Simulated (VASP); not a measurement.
Data:

```
Li2Se
1.0
    0.00000     2.93295     2.93295
    2.93295     0.00000     2.93295
    2.93295     2.93295     0.00000
Li Se
2 1
Direct
  0.25000   0.25000   0.25000
  0.75000   0.75000   0.75000
  0.00000   0.00000   0.00000
```

These are AM05 GGA, VASP's PBE PAW potentials (set 64) (plane waves; VASP) values and carry that method's errors. Run with 520 eV cut-off, 7×7×7 Γ-centred mesh, Gaussian smearing of 0.050 eV, potentials Li_sv Se.

Task: Give the stress tensor in GPa (positive for a compressed cell).

Result: 
```
2.11  0.00  0.00
0.00  2.11  0.00
0.00  0.00  2.11
```
The pressure is its mean diagonal, 2.11 GPa.

The compound is Li2Se in the antifluorite structure. This cell is one point of a volume scan, at 0.94 of the reference volume.
